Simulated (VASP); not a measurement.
Data:

```
CELL_PARAMETERS angstrom
      1.76803    -3.06232     0.00000
      1.76803     3.06232     0.00000
      0.00000     0.00000    13.90210
ATOMIC_POSITIONS crystal
  Te 0.33333 0.66667 0.88192
  Te 0.66667 0.33333 0.38192
  Te 0.66667 0.33333 0.11808
  Te 0.33333 0.66667 0.61808
  Mo 0.33333 0.66667 0.25000
  Mo 0.66667 0.33333 0.75000
```

All values below come from PBE GGA with D4 dispersion, VASP's PBE PAW potentials (set 64) (plane waves; VASP 6.6.1). Run with 520 eV cut-off, 7×7×2 Γ-centred mesh, Gaussian smearing of 0.050 eV, potentials Te Mo_sv.

Problem. The ions and cell shape at fixed volume are relaxed. What does this cell relax into?

Solution. 
```
CELL_PARAMETERS angstrom
      1.76118    -3.05045     0.00000
      1.76118     3.05045     0.00000
      0.00000     0.00000    14.01048
ATOMIC_POSITIONS crystal
  Te 0.33333 0.66667 0.87937
  Te 0.66667 0.33333 0.37937
  Te 0.66667 0.33333 0.12063
  Te 0.33333 0.66667 0.62063
  Mo 0.33333 0.66667 0.25000
  Mo 0.66667 0.33333 0.75000
```
Space group P6_3/mmc (194), at a tolerance of 0.03 Å.

Problem. How much energy does the relaxation gain?

Solution. The energy (σ→0) changes by -3.7 meV/atom, in 5 ionic steps.

```json
[
 {"step": "1", "E(σ→0) (eV)": "-39.3226", "max force (eV/Å)": "0.371", "pressure (GPa)": "-2.94", "volume (Å³)": "150.54"},
 {"step": "2", "E(σ→0) (eV)": "-39.3380", "max force (eV/Å)": "0.073", "pressure (GPa)": "-1.86", "volume (Å³)": "150.54"},
 {"step": "3", "E(σ→0) (eV)": "-39.3380", "max force (eV/Å)": "0.051", "pressure (GPa)": "-1.79", "volume (Å³)": "150.54"},
 {"step": "4", "E(σ→0) (eV)": "-39.3423", "max force (eV/Å)": "0.030", "pressure (GPa)": "-1.56", "volume (Å³)": "150.54"},
 {"step": "5", "E(σ→0) (eV)": "-39.3450", "max force (eV/Å)": "0.007", "pressure (GPa)": "-1.16", "volume (Å³)": "150.54"}
]
```

The compound is MoTe2 in the 2H layered structure. This cell is one point of a volume scan, at 1.03 of the reference volume. Symmetry was kept, so distortions that lower it aren't found.
